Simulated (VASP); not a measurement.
These are HSE06 screened hybrid, VASP's PBE PAW potentials (set 64) (plane waves; VASP) values and carry that method's errors.

Input for VASP

KPOINTS:
```
Regular mesh
0
G
  1 1 1
```

**INCAR**
```
AEXX  =  0.25
LASPH  =  T   # aspherical one-centre terms
ISMEAR  =  0   # Gaussian
LCHARG  =  F
SYSTEM  =  B28O42
ALGO  =  Normal
LORBIT  =  11   # lm-projected
LREAL  =  Auto   # projection in real space or not
GGA  =  PE   # PBE
NEDOS  =  601   # DOS grid
PRECFOCK  =  Fast
EDIFF  =  1E-5   # SCF stop (eV)
LWAVE  =  F
ENCUT  =  500   # plane-wave cut-off (eV)
ISYM  =  0
SIGMA  =  0.05   # width (eV)
NELM  =  50   # most electronic steps
NELMIN  =  4
LHFCALC  =  T
HFSCREEN  =  0.2   # 1/Angstrom
PREC  =  Normal
```

File POSCAR:
```
B28O42
1
    9.9984221294     0.4210189940     0.2784927927
    0.4306634844     9.9180555610     0.1870823028
    0.2794550740     0.1819115575     9.7551108717
B O
28 42
Direct
  0.2982342612   0.2544340821   0.2266673144
  0.7194949753   0.4567960473   0.3305252138
  0.8488306704   0.8380281778   0.8794518966
  0.6926769537   0.4734321775   0.8949892059
  0.9215203952   0.5461501786   0.2126779826
  0.8534224583   0.1461876085   0.7430010206
  0.8876696107   0.1391868247   0.0075634402
  0.2941744104   0.9387046422   0.0287656080
  0.0069160906   0.9296111771   0.7114662520
  0.9692069571   0.5242644051   0.4563153418
  0.6893498225   0.8808292190   0.7177688933
  0.2902820933   0.1650410063   0.4629118084
  0.8636214032   0.2170284465   0.3601786635
  0.3034723145   0.5950283746   0.4353255777
  0.6591018094   0.8776083254   0.3674003591
  0.4627611648   0.5673180481   0.9617658008
  0.1313556278   0.1376555074   0.0910006453
  0.8110257788   0.7380511551   0.5233045058
  0.7593743305   0.0456373398   0.2149118786
  0.8725745952   0.5970104696   0.9840503549
  0.3659774644   0.6957864930   0.7431511575
  0.0597526282   0.2923759711   0.4806340452
  0.5105322389   0.8547516544   0.5792956729
  0.1754294368   0.7453857888   0.6166888000
  0.3446985330   0.5095003502   0.1931769648
  0.6635613882   0.3223667740   0.6785675965
  0.5178779010   0.4528192925   0.4956295431
  0.3205366050   0.1032109435   0.6967316055
  0.6632691048   0.9590938975   0.2507020393
  0.8236283478   0.4953487876   0.9152743212
  0.1823838279   0.0042227064   0.0772256767
  0.3576334439   0.0870730508   0.5649218618
  0.3871470811   0.5081623607   0.5138671600
  0.7379373045   0.9207387407   0.8358686434
  0.5923176983   0.5172849733   0.9900523953
  0.3576248951   0.3724186571   0.2289890036
  0.5399509123   0.8607892758   0.4406742472
  0.4221198476   0.7683472441   0.6324904413
  0.0921220174   0.8642192302   0.6150045898
  0.8953970676   0.6234543162   0.5246429255
  0.7546840365   0.2100207883   0.6633488015
  0.2067511851   0.2363704988   0.1320369179
  0.5721485643   0.9336681703   0.6680612150
  0.9676876139   0.5671057960   0.0811186662
  0.9459293502   0.0546821265   0.6758652764
  0.7757562858   0.3302523535   0.3621307331
  0.5968187442   0.5041466740   0.3878274906
  0.7840711228   0.5408186833   0.2394228715
  0.9932365840   0.2107385117   0.4029731788
  0.7667690274   0.7775080264   0.6513593956
  0.5688954918   0.3510725784   0.5816361054
  0.8670217095   0.1794959215   0.8748602622
  0.0072429493   0.5286751626   0.3175669408
  0.3311132513   0.1553135170   0.3284357779
  0.9772976304   0.8644442325   0.8358933411
  0.0060403386   0.4114157094   0.5346522761
  0.9999973313   0.1718528653   0.0688198228
  0.4451904878   0.6248058385   0.8331784729
  0.2825326645   0.1142880581   0.8176213874
  0.2295109628   0.6941729763   0.7387545658
  0.7862363930   0.0764473031   0.0782071207
  0.2027989019   0.6820668271   0.4937264635
  0.3939865714   0.8665675503   0.9900531978
  0.8247597514   0.0991201584   0.3165140865
  0.3623996548   0.5580667333   0.0608795997
  0.1890628653   0.2541652763   0.5115399696
  0.8255337900   0.7284666647   0.9608207437
  0.7771335875   0.8065329080   0.4037640374
  0.6601061950   0.4050696300   0.7860137974
  0.3110694135   0.5983687244   0.2947518953
```

POTCAR, in this order: B O (PBE.64 set). Program: vasp_gam. Read from the step before: WAVECAR.

Output

File OUTCAR:
```
 ion  position               nearest neighbor table
   1  0.298  0.254  0.227-  36 1.36  42 1.36  54 1.40
   2  0.719  0.457  0.331-  46 1.36  48 1.37  47 1.37
   3  0.849  0.838  0.879-  67 1.35  55 1.37  34 1.40
   4  0.693  0.473  0.895-  69 1.35  30 1.37  35 1.38
   5  0.922  0.546  0.213-  44 1.35  53 1.37  48 1.39
   6  0.853  0.146  0.743-  52 1.36  41 1.39  45 1.39
   7  0.888  0.139  0.008-  52 1.36  57 1.37  61 1.37
   8  0.294  0.939  0.029-  63 1.23  31 1.32
   9  0.007  0.930  0.711-  39 1.38  45 1.38  55 1.38
  10  0.969  0.524  0.456-  40 1.35  56 1.37  53 1.39
  11  0.689  0.881  0.718-  43 1.35  34 1.36  50 1.39
  12  0.290  0.165  0.463-  54 1.36  66 1.36  32 1.40
  13  0.864  0.217  0.360-  64 1.36  46 1.37  49 1.38
  14  0.303  0.595  0.435-  70 1.37  62 1.38  33 1.39
  15  0.659  0.878  0.367-  29 1.37  37 1.37  68 1.38
  16  0.463  0.567  0.962-  65 1.36  58 1.37  35 1.39
  17  0.131  0.138  0.091-  57 1.36  42 1.37  31 1.39
  18  0.811  0.738  0.523-  40 1.36  50 1.36  68 1.37
  19  0.759  0.046  0.215-  29 1.37  64 1.37  61 1.37
  20  0.873  0.597  0.984-  67 1.36  30 1.37  44 1.39
  21  0.366  0.696  0.743-  58 1.35  60 1.37  38 1.39
  22  0.060  0.292  0.481-  66 1.36  56 1.37  49 1.37
  23  0.511  0.855  0.579-  38 1.35  37 1.37  43 1.39
  24  0.175  0.745  0.617-  62 1.38  39 1.39  60 1.40
  25  0.345  0.510  0.193-  70 1.36  65 1.37  36 1.39
  26  0.664  0.322  0.679-  69 1.35  51 1.38  41 1.39
  27  0.518  0.453  0.496-  51 1.37  33 1.38  47 1.39
  28  0.321  0.103  0.697-  59 1.23  32 1.33
  29  0.663  0.959  0.251-  19 1.37  15 1.37
  30  0.824  0.495  0.915-  20 1.37   4 1.37
  31  0.182  0.004  0.077-   8 1.32  17 1.39
  32  0.358  0.087  0.565-  28 1.33  12 1.40
  33  0.387  0.508  0.514-  27 1.38  14 1.39
  34  0.738  0.921  0.836-  11 1.36   3 1.40
  35  0.592  0.517  0.990-   4 1.38  16 1.39
  36  0.358  0.372  0.229-   1 1.36  25 1.39
  37  0.540  0.861  0.441-  23 1.37  15 1.37
  38  0.422  0.768  0.632-  23 1.35  21 1.39
  39  0.092  0.864  0.615-   9 1.38  24 1.39
  40  0.895  0.623  0.525-  10 1.35  18 1.36
  41  0.755  0.210  0.663-  26 1.39   6 1.39
  42  0.207  0.236  0.132-   1 1.36  17 1.37
  43  0.572  0.934  0.668-  11 1.35  23 1.39
  44  0.968  0.567  0.081-   5 1.35  20 1.39
  45  0.946  0.055  0.676-   9 1.38   6 1.39
  46  0.776  0.330  0.362-   2 1.36  13 1.37
  47  0.597  0.504  0.388-   2 1.37  27 1.39
  48  0.784  0.541  0.239-   2 1.37   5 1.39
  49  0.993  0.211  0.403-  22 1.37  13 1.38
  50  0.767  0.778  0.651-  18 1.36  11 1.39
  51  0.569  0.351  0.582-  27 1.37  26 1.38
  52  0.867  0.179  0.875-   6 1.36   7 1.36
  53  0.007  0.529  0.318-   5 1.37  10 1.39
  54  0.331  0.155  0.328-  12 1.36   1 1.40
  55  0.977  0.864  0.836-   3 1.37   9 1.38
  56  0.006  0.411  0.535-  22 1.37  10 1.37
  57  1.000  0.172  0.069-  17 1.36   7 1.37
  58  0.445  0.625  0.833-  21 1.35  16 1.37
  59  0.283  0.114  0.818-  28 1.23
  60  0.230  0.694  0.739-  21 1.37  24 1.40
  61  0.786  0.076  0.078-  19 1.37   7 1.37
  62  0.203  0.682  0.494-  24 1.38  14 1.38
  63  0.394  0.867  0.990-   8 1.23
  64  0.825  0.099  0.317-  13 1.36  19 1.37
  65  0.362  0.558  0.061-  16 1.36  25 1.37
  66  0.189  0.254  0.512-  12 1.36  22 1.36
  67  0.826  0.728  0.961-   3 1.35  20 1.36
  68  0.777  0.807  0.404-  18 1.37  15 1.38
  69  0.660  0.405  0.786-   4 1.35  26 1.35
  70  0.311  0.598  0.295-  25 1.36  14 1.37
 Subroutine IBZKPT returns following result:
 Found      1 irreducible k-points:

 Following reciprocal coordinates:
...
```

**OSZICAR**
```
       N       E                     dE             d eps       ncg     rms          rms(c)
DAV:   1    -0.670257284798E+03   -0.67026E+03   -0.89525E+00   448   0.989E+00    0.264E+00
DAV:   2    -0.670304897165E+03   -0.47612E-01   -0.50591E-01   472   0.172E+00    0.174E+00
DAV:   3    -0.670255983412E+03    0.48914E-01   -0.96946E-02   472   0.728E-01    0.102E+00
DAV:   4    -0.670249347724E+03    0.66357E-02   -0.18954E-02   464   0.324E-01    0.628E-01
DAV:   5    -0.670246645353E+03    0.27024E-02   -0.26270E-03   472   0.154E-01    0.350E-01
DAV:   6    -0.670245811151E+03    0.83420E-03   -0.81603E-04   464   0.894E-02    0.190E-01
DAV:   7    -0.670245562350E+03    0.24880E-03   -0.14665E-04   472   0.442E-02    0.107E-01
DAV:   8    -0.670245481036E+03    0.81314E-04   -0.45415E-05   408   0.250E-02    0.630E-02
DAV:   9    -0.670245454659E+03    0.26377E-04   -0.16694E-05   304   0.161E-02    0.374E-02
DAV:  10    -0.670245445960E+03    0.86993E-05   -0.80925E-06   288   0.111E-02
   1 F= -.67024545E+03 E0= -.67024545E+03  d E =-.924480E-13
```

**OUTCAR**
```
------------------------ aborting loop because EDIFF is reached ----------------------------------------
  volume of cell :      964.53
      direct lattice vectors                 reciprocal lattice vectors
     9.998422129  0.421018994  0.278492793     0.100274687 -0.004301473 -0.002792360
     0.430663484  9.918055561  0.187082303    -0.004205609  0.101042100 -0.001763737
     0.279455074  0.181911557  9.755110872    -0.002782027 -0.001814973  0.102623910
 POSITION                                       TOTAL-FORCE (eV/Angst)
 -----------------------------------------------------------------------------------
      3.15479      2.69029      2.34182         0.011115      0.180074     -0.073012
      7.48291      4.89358      3.51014         0.009048     -0.058794     -0.089179
      9.09364      8.82897      8.97232        -0.074678     -0.163106      0.092563
      7.37968      5.14997      9.01220        -0.020224      0.163414      0.193058
      9.50839      5.84341      2.43351        -0.094773     -0.076553      0.075593
      8.80347      1.94436      7.51308         0.000978      0.009151      0.052067
      8.93735      1.75556      0.34703        -0.097859      0.077899     -0.100306
      3.35358      9.43921      0.53815         0.529818     -0.453733     -0.182514
      0.66832      9.35227      7.11627        -0.028391      0.124452     -0.156567
     10.04384      5.69075      4.81940         0.023190     -0.008738      0.072935
      7.47234      9.15691      7.35868        -0.010698      0.024339      0.134045
      3.10280      1.84331      4.62747         0.105700      0.049760     -0.216329
      8.82897      2.58162      3.79470         0.027103     -0.063249     -0.045085
      3.41216      6.10848      4.44248         0.049251     -0.063375     -0.079559
      7.07060      9.04850      3.93177        -0.050726      0.050656     -0.137558
      5.13997      5.99648      9.61714         0.058776      0.068293     -0.015568
      1.39806      1.43713      0.95006        -0.052862      0.187350      0.019821
      8.57307      7.75668      5.46883         0.078914     -0.009502     -0.343954
      7.67226      0.81144      2.31651         0.034874      0.015919      0.088996
      9.25648      6.46756      9.95422        -0.014705     -0.040183      0.040163
      4.16652      7.19012      7.48161         0.028670     -0.067349      0.021802
      0.85766      3.01239      4.75998         0.061778     -0.154368     -0.076264
      5.63451      8.79780      5.95318        -0.065137     -0.175942      0.042301
      2.24736      7.57882      6.20417         0.101561     -0.124021      0.229707
      3.71985      5.23352      2.07578         0.087969     -0.168182     -0.203583
      6.96303      3.60006      6.86461         0.036489      0.002971      0.054972
      5.51148      4.79928      5.06386         0.010257      0.055233     -0.113525
      3.44401      1.28535      6.90527        -0.144087     -0.002619      0.386983
      7.11475      9.83720      2.80977         0.181547     -0.113223      0.377477
      8.70409      5.42616      9.25065        -0.250389      0.303660      0.191446
      1.84695      0.13272      0.80493         0.273314      0.176253     -0.121598
      3.77114      1.11693      5.62676        -0.407119      0.347912      0.179460
      4.23331      5.29646      5.21572         0.198990      0.065325     -0.135137
      8.00832      9.59468      8.53176         0.201438     -0.288195     -0.360702
      6.42169      5.55994      9.91980        -0.114092     -0.061049     -0.488287
      3.80006      3.88589      2.40308        -0.270786     -0.066654     -0.109581
      5.89252      8.84485      4.61024         0.331596      0.065920      0.155969
      4.72818      7.91329      6.43132         0.177994      0.174699     -0.002016
      1.46513      8.72204      6.18677        -0.000427     -0.150447      0.259355
      9.36767      6.65587      5.48395        -0.040861      0.041966     -0.226283
      7.82147      2.52140      6.72051         0.091987      0.130298      0.298376
      2.20588      2.45540      1.38983         0.056710     -0.401984      0.242099
      6.30937      9.62259      6.85102         0.135596     -0.333472     -0.105724
      9.94225      6.04676      1.16691        -0.452819      0.079787      0.050322
      9.67022      1.06354      6.86681        -0.154100     -0.188447      0.285283
      7.99977      3.66795      3.81045         0.241285     -0.079144     -0.038964
      6.29274      5.32198      4.04383         0.147279     -0.297820      0.247082
      8.13929      5.73753      2.65513         0.210189     -0.194730      0.252284
     10.13417      2.58159      4.24708        -0.162295      0.546336      0.229368
      8.18335      8.15268      6.71308        -0.087699      0.216128      0.072855
      6.00179      3.82728      5.89804         0.169032      0.189071      0.078788
      8.99064      2.30443      8.80940         0.088025     -0.234743     -0.105284
      0.38884      5.30425      3.19882        -0.388823     -0.037006      0.202388
      3.46928      1.73956      3.32520        -0.352304      0.317954      0.302547
     10.37731      9.13713      8.58812        -0.460401      0.060548     -0.149999
      0.38699      4.18025      5.29424        -0.104193      0.127101     -0.581523
     10.09164      2.13798      0.98199         0.075147     -0.216147     -0.105624
      4.95312      6.53586      8.36862        -0.201183      0.048567      0.052184
      3.10259      1.40120      8.07605         0.254406     -0.066455     -0.908723
      2.80015      7.11586      7.40042         0.116134      0.224372     -0.512475
      7.91590      1.10346      0.99618         0.336008      0.110870      0.279947
      2.45938      6.93997      5.00044         0.189987      0.027413      0.387372
      4.58912      8.94064      9.92992        -0.968711      0.736533      0.360808
      8.37744      1.38790      3.33586        -0.107285      0.218037     -0.245630
      3.88078      5.69859      0.79922         0.262104     -0.159786      0.164871
      2.14274      2.69348      5.09033        -0.041079     -0.287029     -0.297552
      8.83627      7.74732      9.73910         0.222792     -0.018381     -0.263475
      8.23029      8.39988      4.30608        -0.200413     -0.113716      0.434556
      6.99412      4.43841      7.92727         0.131067     -0.175775     -0.191049
      3.45027      6.11924      3.07391         0.071000     -0.104344      0.172785
 -----------------------------------------------------------------------------------
    total drift:                                0.021499      0.194197      0.211197
  FREE ENERGIE OF THE ION-ELECTRON SYSTEM (eV)
  ---------------------------------------------------
  free  energy   TOTEN  =      -670.2454459597 eV

  energy  without entropy=     -670.2454459597  energy(sigma->0) =     -670.24544596

  exchange ACFDT corr.  =         0.00000000  see jH, gK, PRB 81, 115126

 total charge

# of ion       s       p       d       tot
------------------------------------------
    1        0.719   1.383   0.000   2.102
    2        0.726   1.412   0.000   2.138
    3        0.729   1.394   0.000   2.123
    4        0.723   1.401   0.000   2.125
    5        0.733   1.420   0.000   2.152
    6        0.712   1.364   0.000   2.075
    7        0.720   1.393   0.000   2.114
    8        0.806   1.469   0.000   2.274
    9        0.724   1.383   0.000   2.107
   10        0.731   1.414   0.000   2.145
   11        0.738   1.435   0.000   2.173
   12        0.726   1.399   0.000   2.124
   13        0.719   1.396   0.000   2.115
   14        0.716   1.367   0.000   2.084
   15        0.725   1.390   0.000   2.116
   16        0.715   1.382   0.000   2.097
   17        0.714   1.377   0.000   2.091
   18        0.731   1.421   0.000   2.152
...
```
(Selected blocks of OUTCAR.)
